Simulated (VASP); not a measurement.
These are vdW-DF-cx, VASP's PBE PAW potentials (set 64) (plane waves; VASP) values and carry that method's errors.

VASP input:

**KPOINTS**
```
Automatic
0
Gamma
 6 6 4
```

### INCAR
```
! general
SYSTEM   = CdS
PREC     = Accurate
ENCUT    = 520
LREAL    = .FALSE.
LASPH    = .TRUE.

! electronic loop
EDIFF    = 1E-7
NELM     = 100
ALGO     = Normal
LMAXMIX  = 4

! smearing
ISMEAR   = 0
SIGMA    = 0.05

! functional
GGA      = CX
LUSE_VDW = .TRUE.
AGGAC    = 0.0

! ions
IBRION   = 2
NSW      = 30
ISIF     = 4
EDIFFG   = -0.01

! output
LWAVE    = .FALSE.
LCHARG   = .FALSE.
```

**POSCAR**
```
CdS
1.0
  2.1161408164  -3.6652632336   0.0000000000
  2.1161408164   3.6652632336   0.0000000000
  0.0000000000   0.0000000000   6.8763108221
Cd S
2 2
Cart
  2.1161408164  -1.2217568547   3.4382050993
  2.1161408164   1.2217568547   0.0000496882
  2.1161408164  -1.2217568547   6.0304749028
  2.1161408164   1.2217568547   2.5923194917
```

POTCAR, in this order: Cd S (PBE.64 set). Program: vasp_std.

The resulting files:

File OSZICAR:
```
       N       E                     dE             d eps       ncg     rms          rms(c)
DAV:   1     0.260266145487E+03    0.26027E+03   -0.17477E+04   924   0.149E+03
DAV:   2     0.112109687885E+02   -0.24906E+03   -0.24371E+03  1002   0.357E+02
DAV:   3    -0.384571747417E+01   -0.15057E+02   -0.14988E+02  1134   0.860E+01
DAV:   4    -0.402557561507E+01   -0.17986E+00   -0.17978E+00  1022   0.945E+00
DAV:   5    -0.402863877096E+01   -0.30632E-02   -0.30630E-02  1146   0.121E+00    0.993E+00
DAV:   6    -0.302605369400E+01    0.10026E+01   -0.25472E+00  1186   0.164E+01    0.797E+00
DAV:   7    -0.301613643899E+01    0.99173E-02   -0.67029E-01  1062   0.485E+00    0.393E+00
DAV:   8    -0.301504595796E+01    0.10905E-02   -0.93018E-02  1060   0.325E+00    0.484E-01
DAV:   9    -0.301297644202E+01    0.20695E-02   -0.18637E-02  1168   0.169E+00    0.128E-01
DAV:  10    -0.301335920559E+01   -0.38276E-03   -0.14291E-03  1008   0.362E-01    0.108E-01
DAV:  11    -0.301352863428E+01   -0.16943E-03   -0.31473E-04  1104   0.128E-01    0.779E-02
DAV:  12    -0.301352488499E+01    0.37493E-05   -0.20034E-04  1056   0.108E-01    0.726E-03
DAV:  13    -0.301352728850E+01   -0.24035E-05   -0.16507E-05  1068   0.305E-02    0.492E-03
DAV:  14    -0.301352822590E+01   -0.93740E-06   -0.16159E-06  1092   0.102E-02    0.418E-03
DAV:  15    -0.301352820580E+01    0.20100E-07   -0.19649E-06  1002   0.123E-02    0.102E-03
DAV:  16    -0.301352820092E+01    0.48799E-08   -0.18729E-07   934   0.286E-03
   1 F= -.30135282E+01 E0= -.30135282E+01  d E =-.301353E+01
```

OUTCAR:
```
------------------------ aborting loop because EDIFF is reached ----------------------------------------
  FORCE on cell =-STRESS in cart. coord.  units (eV):
  Direction    XX          YY          ZZ          XY          YZ          ZX
  --------------------------------------------------------------------------------------
  Total       -2.0304436     -2.0304434     -1.9848909      0.0000000      0.0000000      0.0000000
  in kB      -30.4976434    -30.4976404    -29.8134330      0.0000000      0.0000000      0.0000000
  external PRESSURE =     -30.2695722 kB  Pullay stress =       0.0000000 kB
  volume of cell :      106.67
      direct lattice vectors                 reciprocal lattice vectors
     2.116140816 -3.665263234  0.000000000     0.236279172 -0.136415850  0.000000000
     2.116140816  3.665263234  0.000000000     0.236279172  0.136415850  0.000000000
     0.000000000  0.000000000  6.876310822     0.000000000  0.000000000  0.145426818
  FREE ENERGIE OF THE ION-ELECTRON SYSTEM (eV)
  ---------------------------------------------------
  free  energy   TOTEN  =        -3.0135282009 eV

  energy  without entropy=       -3.0135282009  energy(sigma->0) =       -3.01352820

 reached required accuracy - stopping structural energy minimisation
```
(Selected blocks of OUTCAR.)

The compound is CdS in the wurtzite structure. This cell is one point of a volume scan, at 1.06 of the reference volume.
